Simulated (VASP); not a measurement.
# SiC (Moissanite): which input changes matter, part 2 of 3

Aim: change the input of a sound run on SiC (Moissanite) piece by piece and see what each change does. All runs use LDA. The start is a cell from a database of measured crystal structures.

VASP 6.6.1, plane waves and PAW; the level of theory is named at each step.

So far. Step 2 (Reference run): The pressure is -3.60 GPa and the largest force 0.731 eV/Å, so the cell is not at a minimum at these settings.

### 4. A single point (LDA) with a changed input, try 2

This step: LDA, DFT+U; plane waves and PAW (Si, C) (VASP 6.6.1).

This run is made with a changed input; what comes of it follows.

INCAR

```
SYSTEM = SiC
PREC = Accurate
ENCUT = 520
EDIFF = 1E-06
NELM = 81
ISMEAR = -1
SIGMA = 0.05
LREAL = .FALSE.
ALGO = Normal
GGA = CA
NBANDS = 14
LORBIT = 11
LWAVE = .FALSE.
LCHARG = .FALSE.
KPAR = 4
ISIF = 2
LDAU = .TRUE.
LDAUTYPE = 2
LDAUL = 2 2 2 2 2
LDAUU = 4
```

POSCAR

```
SiC
1.0
    3.0760000000      0.0000000000      0.0000000000
   -1.5380000000      2.6638941420      0.0000000000
    0.0000000000      0.0000000000      5.0480000000
Si C
2 2
Direct
    0.3333333333      0.6666666667      0.0000000000
    0.6666666667      0.3333333333      0.5000000000
    0.3333333333      0.6666666667      0.3850000000
    0.6666666667      0.3333333333      0.8850000000
```

KPOINTS

```
Automatic mesh
0
Gamma
7 7 4
0 0 0
```

PAW data sets: Si and C (LDA family, release 64).

The run is started by

```console
$ mpirun -np 4 vasp_std
```

What it wrote:

```text
[banner, memory and clock lines left out]
running    4 mpi-ranks, on    1 nodes
[...]
|                                                                             |
|     EEEEEEE  RRRRRR   RRRRRR   OOOOOOO  RRRRRR      ###     ###     ###     |
|     E        R     R  R     R  O     O  R     R     ###     ###     ###     |
|     E        R     R  R     R  O     O  R     R     ###     ###     ###     |
|     EEEEE    RRRRRR   RRRRRR   O     O  RRRRRR       #       #       #      |
|     E        R   R    R   R    O     O  R   R                               |
|     E        R    R   R    R   O     O  R    R      ###     ###     ###     |
|     EEEEEEE  R     R  R     R  OOOOOOO  R     R     ###     ###     ###     |
|                                                                             |
|     Error reading item LDAUU from file INCAR.                               |
|     Error code was IERR= 5 ... .                                            |
|                                                                             |
|       ---->  I REFUSE TO CONTINUE WITH THIS SICK JOB ... BYE!!! <----       |
|                                                                             |

1
1
1
1
```

Wall time 3.6 s (4 MPI ranks of AMD EPYC 9R45, shared host).

VASP stopped before it finished a first electronic cycle.

VASP's message: “Error reading item LDAUU from file INCAR. Error code was IERR= 5 ... .”. No number of this run is used.

The fault in the input: wrong count of Hubbard values (LDAU = true, LDAUTYPE = 2, LDAUL = "2 2 2 2 2" and LDAUU = "4"). LDAUL, LDAUU and LDAUJ need one entry a species.

### 5. Self-consistent run (LDA) with a changed input

This step: LDA; plane waves and PAW (Si, C) (VASP 6.6.1).

A single point gives energy, forces and stress at these settings. Some settings are moved from the usual, to see what they do.

INCAR

```
SYSTEM = SiC
PREC = Accurate
ENCUT = 520
EDIFF = 1E-04
NELM = 100
ISMEAR = -1
SIGMA = 0.05
LREAL = .FALSE.
ALGO = Normal
GGA = CA
NBANDS = 14
LORBIT = 11
LWAVE = .FALSE.
LCHARG = .FALSE.
KPAR = 4
ISIF = 2
```

POSCAR is that of step 4.

KPOINTS

```
Automatic mesh
0
Monkhorst-Pack
7 7 4
0 0 0
```

The run is started by

```console
$ mpirun -np 4 vasp_std
```

What it wrote:

```text
[... set-up lines as in an earlier step ...]
 entering main loop
       N       E                     dE             d eps       ncg     rms          rms(c)
DAV:   1     0.295448691979E+02    0.29545E+02   -0.74101E+03   448   0.103E+03
DAV:   2    -0.343250086362E+02   -0.63870E+02   -0.58403E+02   626   0.175E+02
DAV:   3    -0.373060667741E+02   -0.29811E+01   -0.29640E+01   616   0.364E+01
DAV:   4    -0.373377372715E+02   -0.31670E-01   -0.31658E-01   496   0.452E+00
DAV:   5    -0.373381923273E+02   -0.45506E-03   -0.45502E-03   628   0.509E-01    0.129E+01
DAV:   6    -0.333894046286E+02    0.39488E+01   -0.93804E+00   550   0.187E+01    0.592E+00
DAV:   7    -0.332720992790E+02    0.11731E+00   -0.10801E+00   622   0.655E+00    0.244E+00
DAV:   8    -0.332333538526E+02    0.38745E-01   -0.61223E-02   514   0.160E+00    0.699E-01
DAV:   9    -0.332283136406E+02    0.50402E-02   -0.78061E-03   580   0.625E-01    0.119E-01
DAV:  10    -0.332283675272E+02   -0.53887E-04   -0.50258E-04   556   0.155E-01
   1 F= -.33228368E+02 E0= -.33228368E+02  d E =-.262449E-10
```

Elapsed: 1.6 s, on 4 MPI ranks; peak memory 0.43 GiB.

Parts of OUTCAR (step 5):

```text
 Found     16 irreducible k-points:

   k-points           NKPTS =     16   k-points in BZ     NKDIM =     16   number of bands    NBANDS=     14

   NELECT =      16.0000    total number of electrons

 E-fermi :   9.1055

 k-point     1 :       0.0000    0.0000    0.1250
  band No.  band energies     occupation
    ...
      4       6.8512      2.00000
      5       6.8512      2.00000
      6       7.9097      2.00000
      7       8.0323      2.00000
      8       8.0323      2.00000
      9      13.0152      0.00000
     10      14.7328      0.00000
     11      14.7806      0.00000
     12      14.7806      0.00000
     13      15.6209      0.00000
    ...

 k-point     2 :       0.1429   -0.0000    0.1250
  band No.  band energies     occupation
    ...
      4       5.1753      2.00000
      5       6.3225      2.00000
      6       6.7280      2.00000
      7       7.7925      2.00000
      8       7.8653      2.00000
      9      13.1722      0.00000
     10      14.5785      0.00000
     11      15.1933      0.00000
     12      15.5194      0.00000
     13      15.6137      0.00000
    ...

  Total       -0.5701576     -0.5701576     -1.6791081      0.0000000      0.0000000     -0.0000000
  in kB      -22.0842614    -22.0842614    -65.0379122      0.0000000      0.0000000     -0.0000000
  external PRESSURE =     -36.4021450 kB  Pullay stress =       0.0000000 kB

 POSITION                                       TOTAL-FORCE (eV/Angst)
 -----------------------------------------------------------------------------------
     -0.00000      1.77593      0.00000        -0.000000      0.000000      0.732796
      1.53800      0.88796      2.52400         0.000000     -0.000000      0.732796
     -0.00000      1.77593      1.94348         0.000000      0.000000     -0.732796
      1.53800      0.88796      4.46748        -0.000000     -0.000000     -0.732796
 -----------------------------------------------------------------------------------
    total drift:                                0.000000      0.000000      0.002642

  FREE ENERGIE OF THE ION-ELECTRON SYSTEM (eV)
  ---------------------------------------------------
  free  energy   TOTEN  =       -33.2283675272 eV

  energy  without entropy=      -33.2283675272  energy(sigma->0) =      -33.22836753

 total charge
# of ion       s       p       d       tot
------------------------------------------
    1        0.714   0.978   0.000   1.692
    2        0.714   0.978   0.000   1.692
    3        0.829   1.714   0.000   2.543
    4        0.829   1.714   0.000   2.543
--------------------------------------------------
tot          3.085   5.385   0.000   8.470

[... 7 parts as in an earlier step ...]

[... 6 further parts left out ...]
```

The run converged, and its energy and pressure stay near those of the sound run.

Against the sound run on this cell (reference run) the energy at zero smearing moves by +0.3 meV an atom and the pressure by -0.04 GPa.

Settings moved from the usual: shifted = True and EDIFF = 0.0001. KPOINTS differs too.

### 6. Relaxing cell and atoms (LDA) with a changed input

Properties are meant for the cell that this level of theory prefers, so cell and atoms are relaxed first (ISIF = 3) until forces and stress are small; EDIFFG sets the threshold. Some settings are moved from the usual, to see what they do.

INCAR

```
SYSTEM = SiC
PREC = Accurate
ENCUT = 520
EDIFF = 1E-06
NELM = 100
ISMEAR = -1
SIGMA = 0.05
LREAL = .FALSE.
ALGO = Normal
GGA = CA
NBANDS = 32
LORBIT = 11
LWAVE = .FALSE.
LCHARG = .FALSE.
KPAR = 4
IBRION = 2
NSW = 60
ISIF = 3
EDIFFG = -0.01
AMIX = 0.8
```

POSCAR is that of step 5.

KPOINTS

```
Automatic mesh
0
Gamma
7 7 4
0 0 0
```

The run is started by

```console
$ mpirun -np 4 vasp_std
```

What it wrote:

```text
[... set-up lines as in an earlier step ...]
 entering main loop
       N       E                     dE             d eps       ncg     rms          rms(c)
DAV:   1     0.176082999434E+02    0.17608E+02   -0.62182E+03  1536   0.450E+02
DAV:   2    -0.357626762876E+02   -0.53371E+02   -0.50474E+02  1928   0.109E+02
DAV:   3    -0.373327886627E+02   -0.15701E+01   -0.15532E+01  1944   0.147E+01
DAV:   4    -0.373384323134E+02   -0.56437E-02   -0.56432E-02  1744   0.109E+00
DAV:   5    -0.373384528598E+02   -0.20546E-04   -0.20546E-04  1968   0.637E-02    0.129E+01
DAV:   6    -0.349525308642E+02    0.23859E+01   -0.57388E+00  1776   0.161E+01    0.804E+00
DAV:   7    -0.332209808228E+02    0.17316E+01   -0.12643E+00  1696   0.688E+00    0.253E+00
DAV:   8    -0.332361733906E+02   -0.15193E-01   -0.28278E-01  1856   0.179E+00    0.713E-01
DAV:   9    -0.332298533466E+02    0.63200E-02   -0.31967E-03  1712   0.331E-01    0.297E-01
DAV:  10    -0.332296705206E+02    0.18283E-03   -0.16050E-03  1904   0.150E-01    0.141E-02
DAV:  11    -0.332296718926E+02   -0.13719E-05   -0.94161E-06  1808   0.131E-02    0.435E-03
DAV:  12    -0.332296718256E+02    0.66971E-07   -0.45371E-08  1288   0.932E-04
   1 F= -.33229672E+02 E0= -.33229672E+02  d E =-.332297E+02
 curvature:   0.00 expect dE= 0.000E+00 dE for cont linesearch  0.000E+00
 trial: gam= 0.00000 g(F)=  0.103E+00 g(S)=  0.410E-01 ort = 0.000E+00 (trialstep = 0.100E+01)
 search vector abs. value=  0.144E+00
 bond charge predicted
       N       E                     dE             d eps       ncg     rms          rms(c)
DAV:   1    -0.332757781071E+02   -0.46106E-01   -0.64964E+00  1592   0.973E+00    0.160E+00
DAV:   2    -0.332384824960E+02    0.37296E-01   -0.19112E-01  1888   0.194E+00    0.306E-01
DAV:   3    -0.332372594641E+02    0.12230E-02   -0.68942E-03  1784   0.414E-01    0.134E-01
DAV:   4    -0.332369119627E+02    0.34750E-03   -0.38195E-04  1800   0.119E-01    0.478E-02
DAV:   5    -0.332368998937E+02    0.12069E-04   -0.47238E-05  1864   0.282E-02    0.251E-02
DAV:   6    -0.332368965147E+02    0.33790E-05   -0.29748E-06  1832   0.736E-03    0.475E-03
DAV:   7    -0.332368962841E+02    0.23059E-06   -0.13486E-07  1064   0.211E-03
   2 F= -.33236896E+02 E0= -.33236896E+02  d E =-.722446E-02
[...]
3 F= -.33270580E+02 E0= -.33270580E+02  d E =-.409083E-01
[...]
4 F= -.33270583E+02 E0= -.33270583E+02  d E =-.409112E-01
[...]
5 F= -.33273116E+02 E0= -.33273116E+02  d E =-.253294E-02
[...]
6 F= -.33273186E+02 E0= -.33273186E+02  d E =-.260248E-02
[...]
7 F= -.33273191E+02 E0= -.33273191E+02  d E =-.565887E-05
 trial-energy change:   -0.000006  1 .order   -0.000005   -0.000076    0.000065
 step:   0.4771(harm=  0.4771)  dis= 0.00005  next Energy=   -33.273206 (dE=-0.206E-04)
 bond charge predicted
       N       E                     dE             d eps       ncg     rms          rms(c)
DAV:   1    -0.332732124976E+02   -0.20953E-04   -0.15951E-04  1648   0.530E-02    0.179E-02
DAV:   2    -0.332732074179E+02    0.50797E-05   -0.11241E-05  1696   0.160E-02    0.704E-03
DAV:   3    -0.332732062634E+02    0.11545E-05   -0.79435E-07  1648   0.644E-03    0.268E-03
DAV:   4    -0.332732061952E+02    0.68108E-07   -0.11457E-07   800   0.156E-03
   8 F= -.33273206E+02 E0= -.33273206E+02  d E =-.206622E-04
 curvature:  -0.24 expect dE=-0.328E-08 dE for cont linesearch -0.696E-10
 trial: gam= 0.00215 g(F)=  0.127E-07 g(S)=  0.102E-08 ort =-0.159E-06 (trialstep = 0.804E+00)
 search vector abs. value=  0.135E-07
 reached required accuracy - stopping structural energy minimisation
```

Wall time 12 s (4 MPI ranks); peak memory 0.55 GiB; 46 s of CPU time.

From OUTCAR (step 6):

```text
   k-points           NKPTS =     24   k-points in BZ     NKDIM =     24   number of bands    NBANDS=     32

   NELECT =      16.0000    total number of electrons

 E-fermi :   9.4855

 k-point     1 :       0.0000    0.0000    0.0000
  band No.  band energies     occupation
    ...
      4       7.0894      2.00000
      5       7.0894      2.00000
      6       8.3023      2.00000
      7       8.4143      2.00000
      8       8.4143      2.00000
      9      13.3220      0.00000
     10      14.8208      0.00000
     11      15.0695      0.00000
     12      15.0695      0.00000
     13      16.2159      0.00000
    ...

  Total       -0.0002000     -0.0002000     -0.0000693      0.0000000      0.0000000      0.0000000
  in kB       -0.0078848     -0.0078848     -0.0027299      0.0000000      0.0000000      0.0000000
  external PRESSURE =      -0.0061665 kB  Pullay stress =       0.0000000 kB

 POSITION                                       TOTAL-FORCE (eV/Angst)
 -----------------------------------------------------------------------------------
     -0.00000      1.76570      0.02294         0.000000      0.000000     -0.000257
      1.52914      0.88285      2.53217         0.000000      0.000000     -0.000257
     -0.00000      1.76570      1.90917        -0.000000      0.000000      0.000257
      1.52914      0.88285      4.41840        -0.000000     -0.000000      0.000257
 -----------------------------------------------------------------------------------
    total drift:                               -0.000000      0.000000     -0.000107

  FREE ENERGIE OF THE ION-ELECTRON SYSTEM (eV)
  ---------------------------------------------------
  free  energy   TOTEN  =       -33.2732061952 eV

  energy  without entropy=      -33.2732061952  energy(sigma->0) =      -33.27320620

 reached required accuracy - stopping structural energy minimisation

[... 7 parts as in an earlier step ...]

[... 9 further parts left out ...]
```

CONTCAR:

```
SiC
   1.00000000000000
     3.0582832536384146    0.0000000000000000    0.0000000000000000
    -1.5291416268192073    2.6485509895791672    0.0000000000000000
    -0.0000000000000000    0.0000000000000000    5.0184646245299769
  Si              C
     2     2
Direct
     0.3333333332999970    0.6666666667000030    0.0045706641714562
     0.6666666667000030    0.3333333332999970    0.5045706641714562
     0.3333333332999970    0.6666666667000030    0.3804293358285418
     0.6666666667000030    0.3333333332999970    0.8804293358285418
```

AMIX acts on the way to self-consistency or on speed; a fully converged result doesn't depend on them, though slow mixing can meet EDIFF with the stress still off. The run keeps the 12 symmetry operations of its start, so it cannot find a distortion of lower symmetry.

The steps of the relaxation:

| step | energy less that of the first step (eV) | largest force (eV/Å) | pressure (GPa) | volume (Å³) |
| --- | --- | --- | --- | --- |
| 1 | 0.0000 | 0.7308 | -3.58 | 41.36 |
| 2 | -0.0072 | 0.6639 | 4.06 | 39.99 |
| 3 | -0.0409 | 0.0768 | 0.18 | 40.61 |
| 4 | -0.0409 | 0.0610 | 0.26 | 40.60 |
| 5 | -0.0434 | 0.0127 | 0.18 | 40.62 |
| 6 | -0.0435 | 0.0020 | 0.19 | 40.62 |
| 7 | -0.0435 | 0.0013 | -0.16 | 40.68 |
| 8 | -0.0435 | 0.0003 | 0.00 | 40.65 |

| conventional cell, symmetrised | before | after | change |
| --- | --- | --- | --- |
| a (Å) | 3.076 | 3.058 | -0.6 % |
| b (Å) | 3.076 | 3.058 | -0.6 % |
| c (Å) | 5.048 | 5.018 | -0.6 % |
| volume (Å³/atom) | 10.34 | 10.16 | -1.7 % |

The atoms that moved most (Å, as changes of fractional coordinates times the final cell):

| atom | dx | dy | dz | length |
| --- | --- | --- | --- | --- |
| C4 | 0.000 | 0.000 | -0.023 | 0.023 |
| Si1 | 0.000 | 0.000 | 0.023 | 0.023 |
| Si2 | 0.000 | 0.000 | 0.023 | 0.023 |
| C3 | 0.000 | 0.000 | -0.023 | 0.023 |

The relaxed structure:

```cif
data_structure
_symmetry_space_group_name_H-M 'P 1'
_symmetry_Int_Tables_number 1
_cell_length_a 3.0583
_cell_length_b 3.0583
_cell_length_c 5.0185
_cell_angle_alpha 90.000
_cell_angle_beta 90.000
_cell_angle_gamma 120.000
_cell_volume 40.65
loop_
_atom_site_label
_atom_site_type_symbol
_atom_site_fract_x
_atom_site_fract_y
_atom_site_fract_z
_atom_site_occupancy
Si1 Si 0.33333 0.66667 0.00457 1
Si2 Si 0.66667 0.33333 0.50457 1
C3 C 0.33333 0.66667 0.38043 1
C4 C 0.66667 0.33333 0.88043 1
```

Numbers from this step:

```
bands                           : 32
free energy (TOTEN)             : -33.27 eV
Fermi energy                    : 9.486 eV
pressure                        : -6.17e-4 GPa
SCF cycles over all ionic steps : 43
gap on the k-mesh               : 2.438 eV
least direct gap on the k-mesh  : 3.965 eV
```

It ends with forces under 0.001 eV/Å and a pressure of 0.00 GPa.

(Part 2 of 3 ends here.)

[Lines on the potential files, build, host, timing and source positions are cut from VASP's logs without a mark.]

[Logs are printed without paths, hosts, clocks, repeated set-up lines and the standing remarks that a program may print on its own settings, such as how far it seeks lower states.]

[Hosts, paths, dates, database ids (printed as entryN), source tags and the programs' standing remarks are cut or masked in the printed files.]

[A measured line is paired with the nearest computed mode of its activity, which favours agreement.]

[In band tables of VASP the shares of atoms and orbitals are scaled to a sum of 1 inside the atoms' spheres.]
